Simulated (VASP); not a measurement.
Given:

```
CoGa
1.0
    2.87372     0.00000     0.00000
    0.00000     2.87372     0.00000
    0.00000     0.00000     2.87372
Ga Co
1 1
Direct
  0.50000   0.50000   0.50000
  0.00000   0.00000   0.00000
```

Computed with optB88-vdW, VASP's PBE PAW potentials (set 64) (plane waves; VASP 6.6.1). Numerical set-up: 520 eV cut-off, 14×14×14 Γ-centred mesh, tetrahedra with Blöchl corrections, potentials Ga_d Co.

Question: Estimate the energy per atom (σ→0), band gap (on the k-mesh) with the smallest direct gap where there is one.

Answer: 
```
Quantity                                                     Value
------------------------  ----------------------------------------
band gap (on the k-mesh)  none (metal, semimetal or under 0.01 eV)
energy per atom (σ→0)                               -2.164 eV/atom
```

Total energies compare only between runs with the same potentials, cut-off and functional.

The compound is CoGa in the CsCl type structure. It was relaxed first. The run is not spin-polarised, so no magnetic state was tried.
